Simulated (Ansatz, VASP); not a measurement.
# PtS2: VASP beside Ansatz

One calculation is typed for both programs; each brings its own data sets. How far apart do they land? The cell is taken from a series of runs on this material, whose earlier steps may have relaxed, scaled, displaced or heated it; both programs get it as it stands.

Method: plane waves, with VASP 6.6.1 beside it; zone-centre phonons at PBEsol with D3(BJ), in Ansatz 0.2.0.

## (1) The structure

Symmetry: P-3m1, No. 164, trigonal system. The conventional cell has a = 3.513 Å, b = 3.513 Å, c = 4.140 Å, α = 90.00°, β = 90.00°, γ = 120.00°. Nearest to S lie 3 Pt at 2.35 Å. Nearest to Pt lie 6 S at 2.35 Å. Farther neighbours and most contacts between anions are not listed.

## (2) VASP: zone-centre phonons, PBEsol with D3(BJ)

Second derivatives magnify differences that forces hide, and they need a tight electronic threshold.

Lines of VASP's logs that name or quote its potential files are left out, and so is its time.

Contents of INCAR:

```
SYSTEM = PtS2
PREC = Accurate
ENCUT = 500
EDIFF = 1E-08
NELM = 120
ISMEAR = 1
SIGMA = 0.2
LREAL = .FALSE.
ALGO = Normal
GGA = PS
IVDW = 12
NBANDS = 17
LASPH = .TRUE.
LORBIT = 11
LWAVE = .FALSE.
LCHARG = .FALSE.
ISIF = 2
IBRION = 6
NFREE = 2
POTIM = 0.015
NSW = 1
GGA_COMPAT = .FALSE.
KPAR = 2
```

Contents of POSCAR:

```
PtS2
1.0
    3.5128105909      0.0000000000      0.0000000000
   -1.7564052954      3.0421832104      0.0000000000
    0.0000000000      0.0000000000      4.1404036330
S Pt
2 1
Direct
    0.3333333333      0.6666666667      0.2855542827
    0.6666666667      0.3333333333      0.7144457173
    0.0000000000      0.0000000000      0.0000000000
```

Contents of KPOINTS:

```
Automatic mesh
0
Gamma
15 15 12
0 0 0
```

Potentials, in the order of the species: S and Pt (PBE family, release 64).

Command:

```sh
$ mpirun -np 2 vasp_std
```

Numbers of over 12 decimals in the logs are rounded to 6 here.

The program printed:

```text
[banner, memory and clock lines left out]
running    2 mpi-ranks, on    1 nodes
 distrk:  each k-point on    1 cores,    2 groups
 distr:  one band on    1 cores,    1 groups

 POSCAR found type information on POSCAR S Pt
 POSCAR found :  2 types and       3 ions
|                                                                             |
|               ----> ADVICE to this user running VASP <----                  |
|                                                                             |
|     You enforced a specific xc type in the INCAR file but a different       |
|     [... a line on the potential file left out ...]
|     I HOPE YOU KNOW WHAT YOU ARE DOING!                                     |
|                                                                             |

 LDA part: xc-table for (Slater+PW92), standard interpolation
 POSCAR, INCAR and KPOINTS ok, starting setup
 FFT: planning ... GRIDC
 FFT: planning ... GRID_SOFT
 FFT: planning ... GRID
 WAVECAR not read
 entering main loop
       N       E                     dE             d eps       ncg     rms          rms(c)
DAV:   1     0.107248898253E+03    0.10725E+03   -0.10536E+04  9896   0.114E+03
DAV:   2    -0.133343818300E+02   -0.12058E+03   -0.11718E+03 12046   0.232E+02
DAV:   3    -0.178786713339E+02   -0.45443E+01   -0.45039E+01 11946   0.461E+01
DAV:   4    -0.179182555379E+02   -0.39584E-01   -0.39564E-01 12753   0.482E+00
DAV:   5    -0.179186831137E+02   -0.42758E-03   -0.42753E-03 12421   0.483E-01    0.219E+01
DAV:   6    -0.169575014832E+02    0.96118E+00   -0.63366E+00  9901   0.235E+01    0.139E+01
DAV:   7    -0.167687148103E+02    0.18879E+00   -0.11045E+00  9858   0.107E+01    0.654E+00
DAV:   8    -0.167381217308E+02    0.30593E-01   -0.60675E-02 11185   0.203E+00    0.123E+00
DAV:   9    -0.167351730629E+02    0.29487E-02   -0.84565E-03 11320   0.882E-01    0.208E-01
DAV:  10    -0.167352156002E+02   -0.42537E-04   -0.10124E-03 11778   0.230E-01    0.108E-01
DAV:  11    -0.167352271479E+02   -0.11548E-04   -0.50770E-05 12260   0.627E-02    0.396E-02
DAV:  12    -0.167352247984E+02    0.23495E-05   -0.13364E-05 10928   0.358E-02    0.126E-02
DAV:  13    -0.167352251580E+02   -0.35962E-06   -0.13687E-06 12259   0.814E-03    0.453E-03
DAV:  14    -0.167352252004E+02   -0.42442E-07   -0.10385E-07 11199   0.203E-03    0.391E-03
DAV:  15    -0.167352251677E+02    0.32703E-07   -0.46166E-08 10885   0.179E-03    0.524E-04
DAV:  16    -0.167352251409E+02    0.26862E-07   -0.70630E-09  5336   0.535E-04    0.315E-04
DAV:  17    -0.167352251392E+02    0.16389E-08   -0.10401E-09  5200   0.221E-04
   1 F= -.18089904E+02 E0= -.18090074E+02  d E =0.508773E-03
[... from here on, the cycles between the ionic steps are left out ...]
   2 F= -.18088690E+02 E0= -.18088859E+02  d E =0.505925E-03
   3 F= -.18088690E+02 E0= -.18088859E+02  d E =0.505975E-03
   4 F= -.18087790E+02 E0= -.18087933E+02  d E =0.430438E-03
   5 F= -.18088898E+02 E0= -.18089079E+02  d E =0.543280E-03
   6 F= -.18087531E+02 E0= -.18087705E+02  d E =0.519120E-03
   7 F= -.18087531E+02 E0= -.18087705E+02  d E =0.519127E-03
   8 F= -.18087589E+02 E0= -.18087760E+02  d E =0.512175E-03
 Finite differences progress:
  Degree of freedom:   4/  4
  Displacement:        1/  2
  Total:               7/  8
 bond charge predicted
       N       E                     dE             d eps       ncg     rms          rms(c)
DAV:   1    -0.167277862943E+02    0.51227E-02   -0.47786E+00  9661   0.115E+01    0.580E-01
DAV:   2    -0.167338751964E+02   -0.60889E-02   -0.64462E-02 11537   0.184E+00    0.236E-01
DAV:   3    -0.167331424798E+02    0.73272E-03   -0.16187E-03 12176   0.258E-01    0.136E-01
DAV:   4    -0.167329122733E+02    0.23021E-03   -0.10529E-03 10762   0.172E-01    0.341E-02
DAV:   5    -0.167329103368E+02    0.19365E-05   -0.28379E-05 11211   0.368E-02    0.121E-02
DAV:   6    -0.167329089989E+02    0.13380E-05   -0.63625E-06 12113   0.166E-02    0.486E-03
DAV:   7    -0.167329090499E+02   -0.51086E-07   -0.10069E-06 11972   0.676E-03    0.227E-03
DAV:   8    -0.167329090066E+02    0.43367E-07   -0.27183E-07 10811   0.308E-03    0.695E-04
DAV:   9    -0.167329090088E+02   -0.22781E-08   -0.76278E-09  6201   0.608E-04
   9 F= -.18087589E+02 E0= -.18087760E+02  d E =0.512177E-03
 Finite differences progress:
  Degree of freedom:   4/  4
  Displacement:        2/  2
  Total:               8/  8
```

Parts of OUTCAR (step 2):

```text
ion  position               nearest neighbor table
   1  0.333  0.667  0.286-   3 2.35   3 2.35   3 2.35   2 2.70   2 2.70   2 2.70
   2  0.667  0.333  0.714-   3 2.35   3 2.35   3 2.35   1 2.70   1 2.70   1 2.70
   3  0.000  0.000  0.000-   1 2.35   2 2.35   1 2.35   2 2.35   2 2.35   1 2.35

  LATTYP: Found a hexagonal cell.
 ALAT       =     3.5128105909
 C/A-ratio  =     1.1786583779

 Subroutine GETGRP returns: Found 12 space group operations
 (whereof 12 operations were pure point group operations)

The static configuration has the point symmetry D_3d.

 Found    284 irreducible k-points:

   k-points           NKPTS =    284   k-points in BZ     NKDIM =    284   number of bands    NBANDS=     17

   dimension x,y,z NGX =    28 NGY =   28 NGZ =   30
   dimension x,y,z NGXF=    56 NGYF=   56 NGZF=   60

   ENCUT  =  500.0 eV  36.75 Ry    6.06 a.u.   6.40  6.40  7.55*2*pi/ulx,y,z

   NELECT =      22.0000    total number of electrons

 k-points in reciprocal lattice and weights: Automatic mesh
   0.00000000  0.00000000  0.00000000       0.000
   0.06666667  0.00000000  0.00000000       0.002
   0.13333333  0.00000000  0.00000000       0.002
   0.20000000  0.00000000  0.00000000       0.002
   0.26666667  0.00000000  0.00000000       0.002
   0.33333333  0.00000000  0.00000000       0.002
   0.40000000  0.00000000  0.00000000       0.002
   0.46666667  0.00000000  0.00000000       0.002
   0.06666667  0.06666667  0.00000000       0.002
[...]
0.33333333  0.26666667  0.50000000       0.004
   0.33333333  0.33333333  0.50000000       0.001

 Edisp (eV)   -1.35468

 average (electrostatic) potential at core
       1 -82.7446       2 -82.7833       3 -65.1914

 E-fermi :  10.1366

 k-point     1 :       0.0000    0.0000    0.0000
  band No.  band energies     occupation
    ...
      6       5.7069      2.00000
      7       5.7069      2.00000
      8       7.6455      2.00000
      9       8.5709      2.00000
     10       8.5709      2.00000
     11      10.6421     -0.00205
     12      10.6421     -0.00205
     13      10.7843     -0.00005
     14      12.8948     -0.00000
     15      15.9400      0.00000
    ...

 k-point     2 :       0.0667    0.0000    0.0000
  band No.  band energies     occupation
    ...
      7       5.6578      2.00000
      8       7.4381      2.00000
      9       8.4265      2.00000
     10       8.4548      2.00000
     11       9.9048      2.06946
     12      10.7915     -0.00004
     13      11.5891     -0.00000
     14      13.1412     -0.00000
     15      16.1713      0.00000
     16      17.1571      0.00000
    ...

 k-point     3 :       0.1333    0.0000    0.0000
  band No.  band energies     occupation
    ...
      7       5.5284      2.00000
      8       6.8894      2.00000
      9       8.1547      2.00000
     10       8.1659      2.00000
     11       9.3271      2.00000
     12      11.1729     -0.00000
     13      12.1674     -0.00000
     14      13.8611     -0.00000
     15      16.6047      0.00000
     16      17.0833      0.00000
    ...

 Edisp (eV)   -1.35468

  Total       2.47708     2.47708     2.52482     0.00000     0.00000     0.00000
  in kB      89.69506    89.69506    91.42351     0.00000     0.00000     0.00000
  external pressure =       90.27 kB  Pullay stress =        0.00 kB

  energy-cutoff  :      500.00
  volume of cell :       44.25
      direct lattice vectors                 reciprocal lattice vectors
     3.512810591  0.000000000  0.000000000     0.284672337  0.164355650  0.000000000
    -1.756405295  3.042183210  0.000000000     0.000000000  0.328711301  0.000000000
     0.000000000  0.000000000  4.140403633     0.000000000  0.000000000  0.241522346

 POSITION                                       TOTAL-FORCE (eV/Angst)
 -----------------------------------------------------------------------------------
     -0.00000      2.02812      1.18231        -0.000000      0.000000     -0.189560
      1.75641      1.01406      2.95809        -0.000000      0.000000     -0.119108
      0.00000      0.00000     -0.01500         0.000000      0.000000      0.308668
 -----------------------------------------------------------------------------------
    total drift:                                0.000000      0.000000      0.000034

  FREE ENERGIE OF THE ION-ELECTRON SYSTEM (eV)
  ---------------------------------------------------
  free  energy   TOTEN  =       -18.0875889235 eV

  energy  without entropy=      -18.0881011009  energy(sigma->0) =      -18.08775965

 Eigenvectors and eigenvalues of the dynamical matrix
 ----------------------------------------------------

   1 f  =   11.516725 THz    72.361719 2PiTHz  384.156603 cm-1    47.629327 meV
             X         Y         Z           dx          dy          dz
     -0.000000  2.028122  1.182310     0.000000    0.000000   -0.707107
      1.756405  1.014061  2.958094    -0.000000   -0.000000    0.707107
      0.000000  0.000000  0.000000    -0.000000   -0.000000    0.000000

   2 f  =   10.333648 THz    64.928225 2PiTHz  344.693393 cm-1    42.736515 meV
             X         Y         Z           dx          dy          dz
     -0.000000  2.028122  1.182310     0.444116    0.423097    0.000000
      1.756405  1.014061  2.958094     0.444116    0.423097   -0.000000
      0.000000  0.000000  0.000000    -0.360201   -0.343153    0.000000

   3 f  =   10.333648 THz    64.928225 2PiTHz  344.693393 cm-1    42.736515 meV
             X         Y         Z           dx          dy          dz
     -0.000000  2.028122  1.182310     0.423097   -0.444116    0.000000
      1.756405  1.014061  2.958094     0.423097   -0.444116   -0.000000
      0.000000  0.000000  0.000000    -0.343153    0.360201    0.000000

   4 f  =   10.206851 THz    64.131533 2PiTHz  340.463887 cm-1    42.212123 meV
             X         Y         Z           dx          dy          dz
     -0.000000  2.028122  1.182310    -0.000000   -0.000000    0.613404
      1.756405  1.014061  2.958094    -0.000000   -0.000000    0.613404
      0.000000  0.000000  0.000000    -0.000000   -0.000000   -0.497464

   5 f  =    9.161942 THz    57.566182 2PiTHz  305.609505 cm-1    37.890732 meV
             X         Y         Z           dx          dy          dz
     -0.000000  2.028122  1.182310    -0.511967   -0.487739   -0.000000
      1.756405  1.014061  2.958094     0.511967    0.487739    0.000000
      0.000000  0.000000  0.000000     0.000000    0.000000    0.000000

   6 f  =    9.161942 THz    57.566182 2PiTHz  305.609505 cm-1    37.890732 meV
             X         Y         Z           dx          dy          dz
     -0.000000  2.028122  1.182310     0.487739   -0.511967   -0.000000
      1.756405  1.014061  2.958094    -0.487739    0.511967    0.000000
      0.000000  0.000000  0.000000     0.000000   -0.000000    0.000000

   7 f/i=    0.000697 THz     0.004377 2PiTHz    0.023237 cm-1     0.002881 meV
             X         Y         Z           dx          dy          dz
     -0.000000  2.028122  1.182310    -0.000000   -0.000000    0.351760
      1.756405  1.014061  2.958094    -0.000000   -0.000000    0.351760
      0.000000  0.000000  0.000000    -0.000000   -0.000000    0.867485

   8 f/i=    0.001050 THz     0.006598 2PiTHz    0.035028 cm-1     0.004343 meV
             X         Y         Z           dx          dy          dz
     -0.000000  2.028122  1.182310    -0.000000   -0.351781   -0.000000
      1.756405  1.014061  2.958094    -0.000000   -0.351781   -0.000000
      0.000000  0.000000  0.000000    -0.000000   -0.867468   -0.000000

   9 f/i=    0.001050 THz     0.006598 2PiTHz    0.035028 cm-1     0.004343 meV
             X         Y         Z           dx          dy          dz
     -0.000000  2.028122  1.182310    -0.351781    0.000000    0.000000
      1.756405  1.014061  2.958094    -0.351781    0.000000   -0.000000
      0.000000  0.000000  0.000000    -0.867468    0.000000    0.000000

 ELASTIC MODULI CONTR FROM IONIC RELAXATION (kBar)
 Direction    XX          YY          ZZ          XY          YZ          ZX
 --------------------------------------------------------------------------------
 XX        -876.2857   -466.9101   -530.1682     -0.0000    315.1759      0.0000
 YY        -466.9101   -876.2857   -530.1682     -0.0000   -315.1759     -0.0000
 ZZ        -530.1682   -530.1682   -418.5218     -0.0000      0.0000     -0.0000
 XY          -0.0000     -0.0000     -0.0000   -204.6878     -0.0000    315.1775
 YZ         315.1759   -315.1759      0.0000     -0.0000   -485.3042     -0.0000
 ZX           0.0000     -0.0000     -0.0000    315.1775     -0.0000   -485.3093
 --------------------------------------------------------------------------------

 total charge
# of ion       s       p       d       tot
------------------------------------------
    1        1.364   2.257   0.000   3.621
    2        1.364   2.257   0.000   3.621
    3        0.733   0.854   8.080   9.667
--------------------------------------------------
tot          3.461   5.368   8.080  16.909

[... 3 further parts left out ...]
```

Levels, forces or a CONTCAR printed for this step are those of its last displaced cell, not of the structure at rest.

(Part 1 of 2 ends here.)

[Lines on the potential files, build, host, timing and source positions are cut from VASP's logs without a mark.]

[Logs are printed without paths, hosts, clocks, repeated set-up lines and the standing remarks that a program may print on its own settings, such as how far it seeks lower states.]

[Hosts, paths, dates, database ids (printed as entryN), source tags and the programs' standing remarks are cut or masked in the printed files.]
